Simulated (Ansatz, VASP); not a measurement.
# Mg3ZnC: VASP beside Ansatz

```
Zn Mg C
1.0
     4.40693    0.00000    0.00000
     0.00000    4.40693    0.00000
     0.00000    0.00000    4.40693
Zn Mg C
1 3 1
Direct
  0.00000 0.00000 0.00000
  0.50000 0.00000 0.50000
  0.50000 0.50000 0.00000
  0.00000 0.50000 0.50000
  0.50000 0.50000 0.50000
```

The cell comes from a database or a generator and needn't be the stable form of this composition.

Alike in both runs: task single point; functional r2SCAN; dispersion D4; k mesh 6 × 6 × 6; occupations tetrahedron; no spin polarisation.

|  | VASP | Ansatz |
| --- | --- | --- |
| version | VASP 6.6.1 | Ansatz 0.2.0 |
| potentials or method | VASP PAW PBE potentials, release 64 (Zn, Mg, C) | Ansatz PAW |
| plane-wave cutoff (eV) | 520 | 500 |
| valence electrons in the cell | 22 | 46 |

|  | VASP | Ansatz | Ansatz less VASP |
| --- | --- | --- | --- |
| gap on the k mesh at the Fermi level (eV) | none | none | - |
| pressure (GPa) | -2.4 | -2.1 | +0.31 |
| dispersion energy (meV/atom) | -51.3 | -51.4 | -0.08 |

A gap of «none» marks a metal or a gap that the smearing closes. The two sets of potentials don't hold the same shells in valence.

Caveats: pairwise dispersion overbinds metals, which lowers pressure and volume; the PAW data sets were made with another functional, which shifts forces and pressure a little (VASP); tetrahedron occupations give inexact forces and stress in metals (VASP); the PAW data sets come from PBE, with cores solved anew for the run's functional, which leaves a small shift of forces and pressure (Ansatz); with tetrahedron occupations forces and stress needn't match the slope of the energy (Ansatz).
